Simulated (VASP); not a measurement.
Nb5TlSe8: single point with PBE

Nb5TlSe8:

```
CELL_PARAMETERS angstrom
7.89762 1.03073 -0.71033
0.37260 6.88779 -0.54158
-0.88273 -1.22753 6.22256
ATOMIC_POSITIONS crystal
Nb 0.39599 0.39607 0.16111
Nb 0.05691 0.36881 0.31212
Nb 0.40505 0.49576 0.71069
Nb 0.71601 0.62448 0.44393
Nb 0.25236 0.95596 0.07447
Se 0.05546 0.72658 0.68106
Se 0.59416 0.10977 0.80533
Se 0.02957 0.85638 0.32239
Se 0.25236 0.14961 0.72282
Se 0.36658 0.80607 0.47391
Se 0.75488 0.81647 0.99735
Se 0.76972 0.42306 0.93740
Se 0.91560 0.16320 0.62730
Tl 0.60724 0.04788 0.35797
```

The cell was built by a generator and needn't be a form met in nature.

| Item | Value |
| --- | --- |
| Program | VASP 6.6.1 |
| Task | single point |
| Functional | PBE |
| Potentials or basis | VASP PAW PBE potentials, release 64 (Nb_sv, Se, Tl_d) |
| Cutoff | 520 eV |
| k mesh | 3 × 3 × 3, shifted |
| Occupations | fermi-dirac, width 0.1 eV |
| Spin | no spin polarisation |
| Dipole correction | no |
| Further INCAR settings | ALGO = Fast; EDIFF = 1e-06; NBANDS = 76 |

- Pressure: -5.0 GPa
- Largest force: 4.056 eV/Å
- Band gap on the k mesh: none (metal or under the smearing width)

Forces in eV/Å, atoms in the order of the input:
```
Nb  -0.611  0.131  0.368
Nb   0.556 -0.134  0.447
Nb  -0.626 -0.090 -0.398
Nb  -0.418 -0.523  0.205
Nb  -0.670  0.022  0.207
Se   0.667 -1.997  1.219
Se  -0.721  1.077  1.270
Se   0.420  0.116 -2.309
Se  -0.083  2.317  1.992
Se   2.225 -2.900 -1.758
Se  -0.111 -0.961 -1.278
Se  -0.098  0.687  1.751
Se   0.418  1.469 -0.934
Tl  -0.948  0.787 -0.784
```

Stress tensor (GPa, compression positive):
```
-2.69  0.15 -0.33
 0.15 -5.83  0.92
-0.33  0.92 -6.37
```

Levels at points of the mesh, in eV from the Fermi level:
```tsv
k point	band 60	band 61	band 62	band 63	band 64	band 65	band 66	band 67
(0.50, 0.00, 0.00)	-0.48	-0.27	-0.20	-0.09	0.08	0.20	0.26	0.34
```

Run time: 35 min on 1 thread of AMD EPYC 7R13 Processor (Zen 3), with other jobs on the host, peak memory 0.55 GiB.

The run has no spin-orbit coupling, so splittings on Tl are missing.
